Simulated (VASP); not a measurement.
**TaSi2: formation energy of a vacancy on the Si site**

Aim: the formation energy and local structure of a vacancy on the Si site in TaSi2. The start is a cell from a database of measured crystal structures.

Program: VASP 6.6.1. Level of theory: LDA; plane waves and PAW (Ta, Si), in the first sound run; inputs show where later runs differ. Results are calculated unless marked as measured.

The database entry behind the starting cell has ideal inner coordinates that were not refined, so it need not match the best structure at ambient conditions.

**1. The host crystal**

It takes space group P6_222 (No. 180, hexagonal). The conventional cell has a = 4.780 Å, b = 4.780 Å, c = 6.564 Å, α = 90.00°, β = 90.00°, γ = 120.00°. Ta has 10 Si at 2.59 to 2.76 Å nearest. Si has 5 Si at 2.59 to 2.76 Å and 5 Ta at 2.59 to 2.76 Å nearest. Farther neighbours are not listed.

**2. The host at zero pressure**

The later steps need the crystal at this functional's own lattice; a raised cutoff keeps the stress reliable while the cell changes.

INCAR

```
SYSTEM = TaSi2
PREC = Normal
ENCUT = 350
EDIFF = 1E-05
NELM = 120
ISMEAR = 0
SIGMA = 0.05
LREAL = Auto
ALGO = Fast
GGA = CA
NBANDS = 28
LASPH = .TRUE.
LORBIT = 11
LWAVE = .FALSE.
LCHARG = .FALSE.
KPAR = 4
IBRION = 2
NSW = 40
ISIF = 3
EDIFFG = -0.03
POTIM = 0.4
```

POSCAR

```
TaSi2
1.0
    4.7800000000      0.0000000000      0.0000000000
   -2.3900000000      4.1396014301      0.0000000000
    0.0000000000      0.0000000000      6.5640000000
Ta Si
3 6
Direct
    0.0000000000      0.5000000000      0.1666666667
    0.5000000000      0.5000000000      0.8333333333
    0.5000000000      0.0000000000      0.5000000000
    0.3333000000      0.1666500000      0.1666666667
    0.1666500000      0.8333500000      0.8333333333
    0.8333500000      0.6667000000      0.5000000000
    0.6667000000      0.8333500000      0.1666666667
    0.8333500000      0.1666500000      0.8333333333
    0.1666500000      0.3333000000      0.5000000000
```

KPOINTS

```
Automatic mesh
0
Gamma
4 4 3
0 0 0
```

The projector-augmented-wave data sets are Ta and Si (LDA family, release 64).

The run is started by

```bash
$ mpirun -np 4 vasp_std
```

The log of the run:

```text
[banner, memory and clock lines left out]
running    4 mpi-ranks, on    1 nodes
 distrk:  each k-point on    1 cores,    4 groups
 distr:  one band on    1 cores,    1 groups

 POSCAR found type information on POSCAR TaSi
 POSCAR found :  2 types and       9 ions
 LDA part: xc-table for (Slater(with rela. corr.)+CA(PZ))
 , standard interpolation
 POSCAR, INCAR and KPOINTS ok, starting setup
 FFT: planning ... GRIDC
 FFT: planning ... GRID_SOFT
 FFT: planning ... GRID
 WAVECAR not read
 entering main loop
       N       E                     dE             d eps       ncg     rms          rms(c)
DAV:   1     0.469496322077E+02    0.46950E+02   -0.12546E+04   448   0.864E+02
DAV:   2    -0.757236689720E+02   -0.12267E+03   -0.11825E+03   568   0.155E+02
DAV:   3    -0.815199966967E+02   -0.57963E+01   -0.56802E+01   592   0.311E+01
DAV:   4    -0.816223977739E+02   -0.10240E+00   -0.10206E+00   600   0.468E+00
DAV:   5    -0.816241503791E+02   -0.17526E-02   -0.17497E-02   596   0.590E-01    0.324E+01
RMM:   6    -0.795962447349E+02    0.20279E+01   -0.44015E+00   449   0.732E+00    0.157E+01
RMM:   7    -0.793766282569E+02    0.21962E+00   -0.33971E+00   451   0.610E+00    0.174E+00
RMM:   8    -0.792789611899E+02    0.97667E-01   -0.37104E-01   448   0.270E+00    0.129E+00
RMM:   9    -0.792799597751E+02   -0.99859E-03   -0.42614E-02   460   0.962E-01    0.456E-01
RMM:  10    -0.792826074468E+02   -0.26477E-02   -0.20481E-02   479   0.461E-01    0.195E-01
RMM:  11    -0.792806762738E+02    0.19312E-02   -0.12267E-02   449   0.391E-01    0.993E-02
RMM:  12    -0.792806722016E+02    0.40722E-05   -0.11007E-03   452   0.165E-01    0.569E-02
RMM:  13    -0.792807065561E+02   -0.34354E-04   -0.34378E-04   456   0.669E-02    0.515E-02
RMM:  14    -0.792807107540E+02   -0.41980E-05   -0.48789E-05   350   0.274E-02
   1 F= -.79280711E+02 E0= -.79277832E+02  d E =-.792807E+02
 curvature:   0.00 expect dE= 0.000E+00 dE for cont linesearch  0.000E+00
 trial: gam= 0.00000 g(F)=  0.131E+00 g(S)=  0.164E+00 ort = 0.000E+00 (trialstep = 0.100E+01)
 search vector abs. value=  0.295E+00
 bond charge predicted
       N       E                     dE             d eps       ncg     rms          rms(c)
DAV:   1    -0.794359412264E+02   -0.15523E+00   -0.44674E+00   524   0.103E+01    0.309E+00
RMM:   2    -0.794125950513E+02    0.23346E-01   -0.13514E-01   448   0.198E+00    0.178E+00
RMM:   3    -0.793974490845E+02    0.15146E-01   -0.35639E-02   448   0.965E-01    0.164E-01
RMM:   4    -0.793977038079E+02   -0.25472E-03   -0.43994E-03   457   0.348E-01    0.116E-01
RMM:   5    -0.793977075201E+02   -0.37122E-05   -0.10305E-03   462   0.151E-01    0.800E-02
RMM:   6    -0.793977094968E+02   -0.19767E-05   -0.19119E-04   472   0.649E-02    0.287E-02
RMM:   7    -0.793977077056E+02    0.17911E-05   -0.46861E-05   365   0.315E-02
   2 F= -.79397708E+02 E0= -.79394290E+02  d E =-.116997E+00
[...]
3 F= -.79404424E+02 E0= -.79401259E+02  d E =-.123714E+00
[...]
4 F= -.79460654E+02 E0= -.79456726E+02  d E =-.562296E-01
[...]
5 F= -.79461224E+02 E0= -.79457484E+02  d E =-.567994E-01
[...]
6 F= -.79473253E+02 E0= -.79469540E+02  d E =-.120296E-01
[...]
7 F= -.79473535E+02 E0= -.79469899E+02  d E =-.123116E-01
[...]
8 F= -.79473535E+02 E0= -.79469906E+02  d E =-.123112E-01
 curvature:  -0.57 expect dE=-0.604E-03 dE for cont linesearch -0.908E-06
 ZBRENT: accuracy reached
 trial: gam=-0.06626 g(F)=  0.418E-03 g(S)=  0.633E-03 ort = 0.245E-03 (trialstep = 0.959E+00)
 search vector abs. value=  0.119E-02
 bond charge predicted
       N       E                     dE             d eps       ncg     rms          rms(c)
DAV:   1    -0.794739797932E+02   -0.44396E-03   -0.15905E-02   480   0.591E-01    0.136E-01
RMM:   2    -0.794739692516E+02    0.10542E-04   -0.58001E-04   448   0.131E-01    0.800E-02
RMM:   3    -0.794739450727E+02    0.24179E-04   -0.94648E-05   447   0.535E-02    0.747E-03
RMM:   4    -0.794739463318E+02   -0.12591E-05   -0.17132E-05   295   0.211E-02
   9 F= -.79473946E+02 E0= -.79470309E+02  d E =-.411340E-03
 trial-energy change:   -0.000411  1 .order   -0.000405   -0.000992    0.000182
 step:   0.8105(harm=  0.8105)  dis= 0.00189  next Energy=   -79.473954 (dE=-0.419E-03)
 reached required accuracy - stopping structural energy minimisation
```

Wall time 26 s (4 MPI ranks of AMD EPYC 7R43, shared host); peak memory 0.45 GiB.

Lines that name or quote the potential files are left out of all logs, and their timing lines are given in words.

OUTCAR, selected parts (step 2):

```text
ion  position               nearest neighbor table
   1  0.000  0.500  0.167-   6 2.59   9 2.59   8 2.59   5 2.59   4 2.76   7 2.76   4 2.76   7 2.76
                             7 2.76   4 2.76   3 3.24   3 3.24   2 3.24   2 3.24
   2  0.500  0.500  0.833-   6 2.59   9 2.59   7 2.59   4 2.59   5 2.76   8 2.76   5 2.76   8 2.76
                             8 2.76   5 2.76   3 3.24   3 3.24   1 3.24   1 3.24
   3  0.500  0.000  0.500-   4 2.59   7 2.59   5 2.59   8 2.59   9 2.76   6 2.76   9 2.76   6 2.76
                             9 2.76   6 2.76   2 3.24   1 3.24   2 3.24   1 3.24
   4  0.333  0.167  0.167-   9 2.59   5 2.59   3 2.59   2 2.59   7 2.76   1 2.76   1 2.76   1 2.76
                             7 2.76   7 2.76
   5  0.167  0.833  0.833-   6 2.59   4 2.59   3 2.59   1 2.59   8 2.76   2 2.76   2 2.76   2 2.76
                             8 2.76   8 2.76
   6  0.833  0.667  0.500-   5 2.59   7 2.59   1 2.59   2 2.59   9 2.76   3 2.76   3 2.76   3 2.76
                             9 2.76   9 2.76
   7  0.667  0.833  0.167-   6 2.59   8 2.59   3 2.59   2 2.59   4 2.76   1 2.76   1 2.76   1 2.76
                             4 2.76   4 2.76
   8  0.833  0.167  0.833-   9 2.59   7 2.59   3 2.59   1 2.59   5 2.76   2 2.76   2 2.76   2 2.76
                             5 2.76   5 2.76
   9  0.167  0.333  0.500-   8 2.59   4 2.59   1 2.59   2 2.59   6 2.76   3 2.76   3 2.76   3 2.76
                             6 2.76   6 2.76

  LATTYP: Found a hexagonal cell.
 ALAT       =     4.7800000000
 C/A-ratio  =     1.3732217573

 Subroutine GETGRP returns: Found 12 space group operations
 (whereof  4 operations were pure point group operations)

The static configuration has the point symmetry D_2 .
 The point group associated with its full space group is D_6 .

 Found      8 irreducible k-points:

   k-points           NKPTS =      8   k-points in BZ     NKDIM =      8   number of bands    NBANDS=     28

   dimension x,y,z NGX =    24 NGY =   24 NGZ =   30
   dimension x,y,z NGXF=    48 NGYF=   48 NGZF=   60

   ENCUT  =  350.0 eV  25.72 Ry    5.07 a.u.   7.29  7.29 10.01*2*pi/ulx,y,z

   NELECT =      39.0000    total number of electrons

 k-points in reciprocal lattice and weights: Automatic mesh
   0.00000000  0.00000000  0.00000000       0.021
   0.25000000 -0.00000000  0.00000000       0.125
   0.50000000 -0.00000000  0.00000000       0.062
   0.25000000  0.25000000  0.00000000       0.125
   0.00000000  0.00000000  0.33333333       0.042
   0.25000000 -0.00000000  0.33333333       0.250
   0.50000000 -0.00000000  0.33333333       0.125
   0.25000000  0.25000000  0.33333333       0.250

 average (electrostatic) potential at core
       1 -31.7693       2 -31.7693       3 -31.7693       4 -81.3057       5 -81.3057
       6 -81.3057       7 -81.3057       8 -81.3057       9 -81.3057

 E-fermi :   9.8715

 k-point     1 :       0.0000    0.0000    0.0000
  band No.  band energies     occupation
    ...
     16       7.2577      2.00000
     17       7.3806      2.00000
     18       7.5464      2.00000
     19       7.5464      2.00000
     20       8.3649      2.00000
     21      10.4781      0.00000
     22      12.8721      0.00000
     23      12.8721      0.00000
     24      13.3287      0.00000
     25      13.4085      0.00000
    ...

 k-point     2 :       0.2500   -0.0000    0.0000
  band No.  band energies     occupation
    ...
     16       7.7006      2.00000
     17       7.9140      2.00000
     18       7.9592      2.00000
     19       8.2709      2.00000
     20       8.3150      2.00000
     21      10.1638      0.00000
     22      11.6211      0.00000
     23      11.9314      0.00000
     24      12.5260      0.00000
     25      12.8065      0.00000
    ...

 k-point     3 :       0.5000   -0.0000    0.0000
  band No.  band energies     occupation
    ...
     16       7.6467      2.00000
     17       8.6313      2.00000
     18       8.9614      2.00000
     19       9.6285      2.00000
     20       9.7436      1.99971
     21      10.6331      0.00000
     22      11.0034      0.00000
     23      11.4119      0.00000
     24      11.7592      0.00000
     25      12.0809      0.00000
    ...

  Total        0.1823083      0.1823083      0.1341678     -0.0000000      0.0000000      0.0000000
  in kB        2.3058456      2.3058456      1.6969616     -0.0000000      0.0000000      0.0000000
  external PRESSURE =       2.1028843 kB  Pullay stress =       0.0000000 kB

  energy-cutoff  :      350.00
  volume of cell :      126.67
      direct lattice vectors                 reciprocal lattice vectors
     4.732457328  0.000000000 -0.000000000     0.211306713  0.121997987 -0.000000000
    -2.366228664  4.098428268 -0.000000000    -0.000000000  0.243995975 -0.000000000
    -0.000000000  0.000000000  6.531045051    -0.000000000  0.000000000  0.153114853

 POSITION                                       TOTAL-FORCE (eV/Angst)
 -----------------------------------------------------------------------------------
      3.54934      2.04921      1.08851         0.000000      0.000000      0.000000
      1.18311      2.04921      5.44254         0.000000     -0.000000      0.000000
      2.36623      0.00000      3.26552         0.000000     -0.000000      0.000000
      1.12915      0.65192      1.08851         0.003278      0.001893     -0.000000
     -1.23707      3.44651      5.44254         0.003278     -0.001893      0.000000
      2.36623      2.79459      3.26552         0.000000     -0.003785      0.000000
      1.23707      3.44651      1.08851        -0.003278     -0.001893      0.000000
      3.60330      0.65192      5.44254        -0.003278      0.001893     -0.000000
     -0.00000      1.30383      3.26552         0.000000      0.003785     -0.000000
 -----------------------------------------------------------------------------------
    total drift:                               -0.000000      0.000000      0.000000

  FREE ENERGIE OF THE ION-ELECTRON SYSTEM (eV)
  ---------------------------------------------------
  free  energy   TOTEN  =       -79.4739463318 eV

  energy  without entropy=      -79.4666711886  energy(sigma->0) =      -79.47030876

 reached required accuracy - stopping structural energy minimisation

 total charge
# of ion       s       p       d       tot
------------------------------------------
    1        0.554   0.810   3.737   5.101
    2        0.554   0.810   3.737   5.101
    3        0.554   0.810   3.737   5.101
    4        0.761   0.910   0.000   1.671
    5        0.761   0.910   0.000   1.671
    6        0.761   0.910   0.000   1.671
    7        0.761   0.910   0.000   1.671
    8        0.761   0.910   0.000   1.671
    9        0.761   0.910   0.000   1.671
--------------------------------------------------
tot          6.228   7.893  11.210  25.330

[... 3 further parts left out ...]
```

CONTCAR:

```
TaSi2
   1.00000000000000
     4.7324573276765003    0.0000000000000000   -0.0000000000000000
    -2.3662286638382501    4.0984282681037305   -0.0000000000000000
    -0.0000000000000000    0.0000000000000000    6.5310450511013736
  Ta              Si
     3     6
Direct
     1.0000000000000000    0.5000000000000000    0.1666666667000030
     0.5000000000000000    0.5000000000000000    0.8333333332999970
     0.5000000000000000    0.0000000000000000    0.5000000000000000
     0.3181303527223980    0.1590651763611954    0.1666666667000030
     0.1590651763611955    0.8409348236388045    0.8333333332999970
     0.8409348236388045    0.6818696472776021    0.5000000000000000
     0.6818696472776018    0.8409348236388045    0.1666666667000030
     0.8409348236388045    0.1590651763611954    0.8333333332999970
     0.1590651763611954    0.3181303527223979    0.5000000000000000
```

This run has no spin polarisation. Its electron count is odd, so without a moment it is a metal by construction. The k-mesh is coarse for a metal. The data set Ta keeps the semicore shell frozen, which is cheaper and a little less accurate. The run keeps the 12 symmetry operations of its start, so it cannot find a distortion of lower symmetry.

Step by step:

| step | energy less that of the first step (eV) | largest force (eV/Å) | pressure (GPa) | volume (Å³) |
| --- | --- | --- | --- | --- |
| 1 | 0.0000 | 0.7526 | -4.16 | 129.88 |
| 2 | -0.1170 | 0.4162 | 4.30 | 124.33 |
| 3 | -0.1237 | 0.4889 | 2.60 | 125.33 |
| 4 | -0.1799 | 0.1195 | 0.15 | 126.57 |
| 5 | -0.1805 | 0.0708 | -0.12 | 126.72 |
| 6 | -0.1925 | 0.0605 | -0.14 | 126.90 |
| 7 | -0.1928 | 0.0447 | -0.15 | 126.88 |
| 8 | -0.1928 | 0.0425 | -0.15 | 126.87 |
| 9 | -0.1932 | 0.0038 | 0.21 | 126.67 |

| conventional cell, symmetrised | before | after | change |
| --- | --- | --- | --- |
| a (Å) | 4.780 | 4.732 | -1.0 % |
| b (Å) | 4.780 | 4.732 | -1.0 % |
| c (Å) | 6.564 | 6.531 | -0.5 % |
| volume (Å³/atom) | 14.43 | 14.07 | -2.5 % |

The atoms that moved most (Å, as changes of fractional coordinates times the final cell):

| atom | dx | dy | dz | length |
| --- | --- | --- | --- | --- |
| Si7 | 0.054 | 0.031 | 0.000 | 0.062 |
| Si4 | -0.054 | -0.031 | 0.000 | 0.062 |
| Si6 | 0.000 | 0.062 | 0.000 | 0.062 |
| Si9 | 0.000 | -0.062 | 0.000 | 0.062 |
| Si5 | -0.054 | 0.031 | 0.000 | 0.062 |
| Si8 | 0.054 | -0.031 | 0.000 | 0.062 |

Final coordinates:

```cif
data_structure
_symmetry_space_group_name_H-M 'P 1'
_symmetry_Int_Tables_number 1
_cell_length_a 4.7325
_cell_length_b 4.7325
_cell_length_c 6.5310
_cell_angle_alpha 90.000
_cell_angle_beta 90.000
_cell_angle_gamma 120.000
_cell_volume 126.67
loop_
_atom_site_label
_atom_site_type_symbol
_atom_site_fract_x
_atom_site_fract_y
_atom_site_fract_z
_atom_site_occupancy
Ta1 Ta 0.00000 0.50000 0.16667 1
Ta2 Ta 0.50000 0.50000 0.83333 1
Ta3 Ta 0.50000 0.00000 0.50000 1
Si4 Si 0.31813 0.15907 0.16667 1
Si5 Si 0.15907 0.84093 0.83333 1
Si6 Si 0.84093 0.68187 0.50000 1
Si7 Si 0.68187 0.84093 0.16667 1
Si8 Si 0.84093 0.15907 0.83333 1
Si9 Si 0.15907 0.31813 0.50000 1
```

This step gave:

* electronic cycles: 52
* electrons: 39
* free energy (TOTEN): -79.4739 eV
* energy at zero smearing: -79.4703 eV
* Fermi energy: 9.871 eV
* labelled metallic, from the levels on this mesh: yes

The run ended after 9 ionic steps, 0.193 eV below its first step, once forces and stress met EDIFFG = -0.03.

(Part 1 of 4 ends here.)

[Lines on the potential files, build, host, timing and source positions are cut from VASP's logs without a mark.]

[Logs are printed without paths, hosts, clocks, repeated set-up lines and the standing remarks that a program may print on its own settings, such as how far it seeks lower states.]

[Hosts, paths, dates, database ids (printed as entryN), source tags and the programs' standing remarks are cut or masked in the printed files.]

[In band tables of VASP the shares of atoms and orbitals are scaled to a sum of 1 inside the atoms' spheres.]

[Runs that stopped without an error message from VASP are left out.]
